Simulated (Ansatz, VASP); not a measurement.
## Two plane-wave programs on Hf4Br

File INCAR:

```
  ALGO = Normal
  EDIFF = 1E-6
  EDIFFG = -0.01
  ENCUT = 600
  GGA = PE
  IBRION = 2
  ISIF = 3
  ISMEAR = 0
  LASPH = T
  LCHARG = F
  LREAL = F
  LWAVE = F
  NELM = 60
  NSW = 100
  PREC = Accurate
  SIGMA = 0.1
```

Contents of KPOINTS:

```
k-points
0
Gamma
  8 8 8
```

POSCAR

```
Hf4Br
1.0
    5.2538255893      0.0000000000      0.0000000000
    0.0000000000      5.2538255893      0.0000000000
    0.0000000000      0.0000000000      5.2538255893
Hf Br
4 1
Direct
    0.5000000000      0.5000000000      0.5000000000
    0.0000000000      0.5000000000      0.5000000000
    0.5000000000      0.0000000000      0.5000000000
    0.5000000000      0.5000000000      0.0000000000
    0.0000000000      0.0000000000      0.0000000000
```

Input for Ansatz:

```yaml
crystal:
  lattice:
    - [5.2538255893, 0.0, 0.0]
    - [0.0, 5.2538255893, 0.0]
    - [0.0, 0.0, 5.2538255893]
  atoms:
    - { symbol: Hf, position: [0.5, 0.5, 0.5] }
    - { symbol: Hf, position: [0.0, 0.5, 0.5] }
    - { symbol: Hf, position: [0.5, 0.0, 0.5] }
    - { symbol: Hf, position: [0.5, 0.5, 0.0] }
    - { symbol: Br, position: [0.0, 0.0, 0.0] }
basis:
  ecutwfc: 420
kpoints:
  mp_grid: { grid: [8, 8, 8] }
hamiltonian:
  xc: pbe
scf:
  occupations: { method: gaussian, width: 0.1 }
output:
  forces: true
  stress: true
  eigenvalues: true
relax:
  adjacent_minimum: "off"
  f_tol: 0.01
  max_steps: 80
  cell: { stress_tol: 0.05 }
```

Change from the starting cell: species swapped into the Mn4N type (Pm-3m, No. 221).

Alike in both runs: task relaxation of cell and atoms; functional PBE; k mesh 8 × 8 × 8; occupations gaussian, width 0.1 eV; no spin polarisation.

|  | VASP | Ansatz |
| --- | --- | --- |
| version | VASP 6.6.1 | Ansatz 0.2.0 |
| potentials or method | VASP PAW PBE potentials, release 64 (Hf_pv, Br) | scalar-relativistic, plane waves, PAW |
| plane-wave cutoff (eV) | 600 | 420 |
| valence electrons in the cell | 47 | 111 |

VASP gave:

```
gap on the k mesh at the Fermi level, each at its own relaxed structure (eV) : none
relaxed volume (Å³/atom)                                                     : 28.90
relaxed cell length with the largest relative difference (Å)                 : 5.247
```

**Question.** Which values does Ansatz return?

**Answer.** gap on the k mesh at the Fermi level, each at its own relaxed structure (eV): none; relaxed volume (Å³/atom): 29.09; relaxed cell length with the largest relative difference (Å): 5.259.

A gap of «none» marks a metal or a gap that the smearing closes. The two sets of potentials don't hold the same shells in valence.

Caveats: an odd number of electrons without spin polarisation forces a metal; a magnetic or distorted state may lie lower. The runs have no spin-orbit coupling, so splittings on Hf are missing.
